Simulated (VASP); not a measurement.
VASP runs on BaLi$_{2}$Mg$_{2}$Si$_{2}$ (atoms displaced from the space group 166 structure) share one base input (LDA (Ceperley-Alder, Perdew-Zunger), plane waves, VASP's LDA PAW potentials (set 64)) and change the settings named in each case.

### INCAR
```
SIGMA=0.1   # width (eV)
LCHARG=.FALSE.
LMAXMIX=4   # l cut-off of mixed one-centre charges
PREC=Accurate
ENCUT=400
SYSTEM=BaLi2(MgSi)2
LASPH=.TRUE.   # aspherical one-centre terms
NELM=100
ISMEAR=-1   # Fermi-Dirac
EDIFF=1E-6   # SCF stop (eV)
LWAVE=.FALSE.
LREAL=.FALSE.   # projection in real space or not
ALGO=Normal   # blocked Davidson
ISIF=2   # forces and stress, cell fixed
```

**POSCAR**
```
BaLi2(MgSi)2
1
    2.2890000000     1.3215550000     8.6840000000
   -2.2890000000     1.3215550000     8.6840000000
    0.0000000000    -2.6431100000     8.6840000000
Ba Mg Li Si
1 2 2 2
Direct
 -0.0018170000   0.0036600000   0.0030640000
  0.8574030000   0.8654990000   0.8748000000
  0.1261890000   0.1340110000   0.1542400000
  0.4144890000   0.4573650000   0.4084200000
  0.5905700000   0.5573220000   0.5620240000
  0.7624610000   0.7392660000   0.7685760000
  0.2507050000   0.2428770000   0.2288760000
```

**KPOINTS**
```
kpoints
0
Gamma
4 4 4
```

POTCAR, in this order: Ba_sv Mg Li_sv Si (LDA.64 set). Program: vasp_std.

| change | E(σ→0) (eV/atom) | pressure (GPa) | largest force (eV/Å) | −TS (eV) |
|---|---|---|---|---|
| base run | -3.4504 | -3.08 | 0.491 | -0.0393 |
| GGA = PS, POTCAR Ba_sv Mg Li_sv Si (PBE.64 set) | -3.3024 | ? | ? | ? |
| GGA_COMPAT = .FALSE., LNONCOLLINEAR = .TRUE., LSORBIT = .TRUE., MAGMOM = 0.0 0.0 0.0 0.0 0.0 0.0 0.0 0.0 0.0 0.0 0.0 0.0 0.0 0.0 0.0 0.0 0.0 0.0 0.0 0.0 0.0, program vasp_ncl | -3.4801 | ? | ? | -0.0393 |
| KPOINTS 1×1×1 Γ-centred mesh | -1.7627 | 2.85 | 1.070 | -0.2990 |

### Question
Some entries are withheld; supply them.

### Answer

- GGA = PS, POTCAR Ba_sv Mg Li_sv Si (PBE.64 set), pressure (GPa): -1.46
- GGA = PS, POTCAR Ba_sv Mg Li_sv Si (PBE.64 set), largest force (eV/Å): 0.527
- GGA = PS, POTCAR Ba_sv Mg Li_sv Si (PBE.64 set), −TS (eV): -0.0384
- GGA_COMPAT = .FALSE., LNONCOLLINEAR = .TRUE., LSORBIT = .TRUE., MAGMOM = 0.0 0.0 0.0 0.0 0.0 0.0 0.0 0.0 0.0 0.0 0.0 0.0 0.0 0.0 0.0 0.0 0.0 0.0 0.0 0.0 0.0, program vasp_ncl, pressure (GPa): -3.09
- GGA_COMPAT = .FALSE., LNONCOLLINEAR = .TRUE., LSORBIT = .TRUE., MAGMOM = 0.0 0.0 0.0 0.0 0.0 0.0 0.0 0.0 0.0 0.0 0.0 0.0 0.0 0.0 0.0 0.0 0.0 0.0 0.0 0.0 0.0, program vasp_ncl, largest force (eV/Å): 0.490

Energies of different potentials or functionals have different zeros.  Unless said otherwise, spin-orbit coupling is left out, though it shifts the bands of the heavy elements here. At 400 eV the pressure can carry a Pulay error.

Left out are runs that ran out of time, are held back, or changed the cell or the kind of run, fixed moments of cells without a moment, rows past the twelfth, gaps on odd meshes, pressures of charged cells and columns that move by less than the noise.

The structure comes from a measured BaLi2Mg2Si2 entry of the Crystallography Open Database, whose conditions weren't checked. The cell was not relaxed at this level, its atoms were moved at random.
